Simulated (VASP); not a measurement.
Input:

```xyz
2
Lattice="0.0000 1.7547 1.7547 1.7547 0.0000 1.7547 1.7547 1.7547 0.0000" Properties=species:S:1:pos:R:3 pbc="T T T"
C      0.0000     0.0000     0.0000
C      0.8773     0.8773     0.8773
```

Calculation: LDA (Ceperley-Alder, Perdew-Zunger), VASP's LDA PAW potentials (set 64) (plane waves; VASP). Run with 620 eV cut-off, 13×13×13 Γ-centred mesh, Gaussian smearing of 0.050 eV, potentials C.

**Question.** The ions, cell shape and volume at an external pressure of 20.0 GPa are relaxed. Give the cell that the relaxation ends in.

**Answer.** 
```xyz
2
Lattice="0.0000 1.7436 1.7436 1.7436 0.0000 1.7436 1.7436 1.7436 0.0000" Properties=species:S:1:pos:R:3 pbc="T T T"
C      0.0000     0.0000     0.0000
C      0.8718     0.8718     0.8718
```
Space group Fd-3m (227), at a tolerance of 0.03 Å.

**Question.** How do energy and volume change from the first to the last step?

**Answer.** The energy (σ→0) changes by +9.5 meV/atom and the volume by -1.9 %, in 3 ionic steps.

```tsv
step	E(σ→0) (eV)	max force (eV/Å)	pressure (GPa)	volume (Å³)
1	-20.2461	0.000	9.99	10.81
2	-20.1715	0.000	36.99	10.29
3	-20.2271	0.000	19.91	10.60
```

The compound is C in the diamond structure. This run relaxes it under an external pressure of 20 GPa. Symmetry was kept, so distortions that lower it aren't found.
